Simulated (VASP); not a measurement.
Calculation: PBE GGA, VASP's PBE PAW potentials (set 64) (plane waves; VASP).

VASP input:

File KPOINTS:
```
Regular mesh
0
G
8 8 8
```

File POSCAR:
```
SrO
1
    0.0000000000     2.6023952996     2.6023952996
    2.6023952996    -0.0000000000     2.6023952996
    2.6023952996     2.6023952996     0.0000000000
Sr O
1 1
Direct
  0.0000000000   0.0000000000   0.0000000000
  0.5000000000   0.5000000000   0.5000000000
```

INCAR:
```
PREC = Accurate
ALGO = Normal
LREAL = .False.   ! projection in real space or not
ISMEAR = 0   ! Gaussian
NELM = 100   ! most electronic steps
LWAVE = .False.
ENCUT = 520
LASPH = .True.   ! aspherical one-centre terms
SYSTEM = SrO
LCHARG = .False.
NSW = 60   ! most ionic steps
LMAXMIX = 4   ! l cut-off of mixed one-centre charges
IBRION = 2
SIGMA = 0.05   ! width (eV)
EDIFFG = -0.01   ! ionic stop
GGA = PE   ! PBE
EDIFF = 1E-6   ! SCF stop (eV)
ISIF = 3   ! ions, shape and volume
```

POTCAR, in this order: Sr_sv O (PBE.64 set). Program: vasp_std.

Output of the run:

**OSZICAR**
```
       N       E                     dE             d eps       ncg     rms          rms(c)
DAV:   1     0.788868253387E+02    0.78887E+02   -0.86673E+03   696   0.130E+03
DAV:   2    -0.104631763331E+02   -0.89350E+02   -0.81068E+02   960   0.245E+02
DAV:   3    -0.141626983616E+02   -0.36995E+01   -0.36636E+01   924   0.502E+01
DAV:   4    -0.142529155355E+02   -0.90217E-01   -0.90188E-01   964   0.698E+00
DAV:   5    -0.142538800592E+02   -0.96452E-03   -0.96451E-03   928   0.724E-01    0.157E+01
DAV:   6    -0.121802607683E+02    0.20736E+01   -0.10676E+01   808   0.240E+01    0.189E+01
DAV:   7    -0.120612556243E+02    0.11901E+00   -0.63147E-01   864   0.696E+00    0.107E+01
DAV:   8    -0.120535127160E+02    0.77429E-02   -0.13988E-01   740   0.418E+00    0.771E-01
DAV:   9    -0.120542607467E+02   -0.74803E-03   -0.13314E-02   976   0.963E-01    0.224E-01
DAV:  10    -0.120549819593E+02   -0.72121E-03   -0.11053E-03   724   0.335E-01    0.612E-02
DAV:  11    -0.120551079570E+02   -0.12600E-03   -0.19891E-04   828   0.123E-01    0.446E-02
DAV:  12    -0.120551242883E+02   -0.16331E-04   -0.25656E-05   756   0.501E-02    0.293E-02
DAV:  13    -0.120551228713E+02    0.14170E-05   -0.33714E-06   888   0.223E-02    0.269E-03
DAV:  14    -0.120551226402E+02    0.23111E-06   -0.38368E-07   400   0.643E-03
   1 F= -.12055123E+02 E0= -.12055123E+02  d E =-.120551E+02
```

**OUTCAR**
```
------------------------ aborting loop because EDIFF is reached ----------------------------------------
  FORCE on cell =-STRESS in cart. coord.  units (eV):
  Direction    XX          YY          ZZ          XY          YZ          ZX
  --------------------------------------------------------------------------------------
  Total        0.0047040      0.0047040      0.0047040     -0.0000000      0.0000000     -0.0000000
  in kB        0.2138117      0.2138117      0.2138117     -0.0000000      0.0000000     -0.0000000
  external PRESSURE =       0.2138117 kB  Pullay stress =       0.0000000 kB
  volume of cell :       35.25
      direct lattice vectors                 reciprocal lattice vectors
     0.000000000  2.602395300  2.602395300    -0.192130688  0.192130688  0.192130688
     2.602395300  0.000000000  2.602395300     0.192130688 -0.192130688  0.192130688
     2.602395300  2.602395300  0.000000000     0.192130688  0.192130688 -0.192130688
  FREE ENERGIE OF THE ION-ELECTRON SYSTEM (eV)
  ---------------------------------------------------
  free  energy   TOTEN  =       -12.0551226402 eV

  energy  without entropy=      -12.0551226402  energy(sigma->0) =      -12.05512264

 reached required accuracy - stopping structural energy minimisation
```
(Selected blocks of OUTCAR.)

The compound is SrO in the rock salt structure. It was relaxed first. The start is the result of an earlier pass.
